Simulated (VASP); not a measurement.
Runs of VASP 6.6.1 on BP. Symmetry: F-43m, No. 216, cubic system. The conventional cell has a = 4.546 Å, b = 4.546 Å, c = 4.546 Å, α = 90.00°, β = 90.00°, γ = 90.00°. B (site symmetry -43m) is surrounded by 4 P at 1.97 Å. P (site symmetry -43m) has 4 B at 1.97 Å as nearest neighbours. The cell is a database's computed one.

| task | level | potentials or basis | cell | k mesh | cutoff (eV) | grid for exact exchange (PRECFOCK) | screening parameter | exchange at q = 0 | gap on the mesh (eV) | pressure (GPa) |
| --- | --- | --- | --- | --- | --- | --- | --- | --- | --- | --- |
| band structure | PBE | VASP PAW PBE potentials, release 64 (B, P) | F-43m, 11.75 Å³/atom | 14 × 14 × 14 | 600 | - | - | - | 1.25 | 0.0 |
| band structure | HSE06 | VASP PAW PBE potentials, release 64 (B, P) | F-43m, 11.75 Å³/atom | 10 × 10 × 10 | 450 | Fast | 0.2 1/A | - | 1.99 | -3.1 |
| band structure | PBE | VASP PAW PBE potentials, release 64 (B, P) | F-43m, 11.75 Å³/atom | 14 × 14 × 14 | 450 | - | - | - | 1.25 | 0.0 |
| band structure | LDA | VASP PAW LDA potentials, release 64 (B, P) | F-43m, 11.75 Å³/atom | 14 × 14 × 14 | 450 | - | - | - | 1.20 | -6.1 |
| band structure | r2SCAN | VASP PAW PBE potentials, release 64 (B, P) | F-43m, 11.75 Å³/atom | 14 × 14 × 14 | 450 | - | - | - | 1.46 | -1.5 |
| relaxation of cell and atoms | PBE | VASP PAW PBE potentials, release 64 (B, P) | relaxed | 11 × 11 × 11 | 600 | - | - | - | (b) | 0.0 |
| band structure | PBE0 | VASP PAW PBE potentials, release 64 (B, P) | F-43m, 11.75 Å³/atom | 10 × 10 × 10 | 450 | Fast | - | truncated | (c) | -3.1 |
| dielectric tensor | PBE | VASP PAW PBE potentials, release 64 (B, P) | F-43m, 11.75 Å³/atom | 13 × 13 × 13 | 450 | - | - | - | (a) | - |

Alike in all rows: no spin polarisation; smearing gaussian 0.02 eV.

Fill in the values left out.

(a) 1.26; (b) 1.28; (c) 2.65.

Caveats: the PAW data sets were made with another functional, which shifts forces and pressure a little (some runs); an odd mesh through Γ misses points on the zone boundary, where band edges often lie (some runs).
